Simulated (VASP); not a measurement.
## AlAs (relaxed from the CsCl type structure, space group Pm-3m): computed properties

Computed with PBEsol GGA, VASP's PBE PAW potentials (set 64) (plane waves; VASP).

For AlAs, the space group comes out as Pm-3m (221) and the cell comes out as a = 3.255 Å, b = 3.255 Å, c = 3.255 Å, α = 90.00°, β = 90.00°, γ = 90.00°. The volume per atom is 17.25 Å³/atom. The band gap (over mesh and band path) is none (metal, semimetal or under 0.01 eV) and the density comes out as 4.91 g/cm³.

```
AlAs
1.0
    3.25511     0.00000     0.00000
    0.00000     3.25511     0.00000
    0.00000     0.00000     3.25511
Al As
1 1
Cartesian
  0.00000   0.00000   0.00000
  1.62756   1.62756   1.62756
```

The structure was generated: AlAs was put into the CsCl type type (Pm-3m), which need not be its known phase. It was relaxed first, which changed the volume by +14 %. Symmetry was kept, so distortions that lower it aren't found.
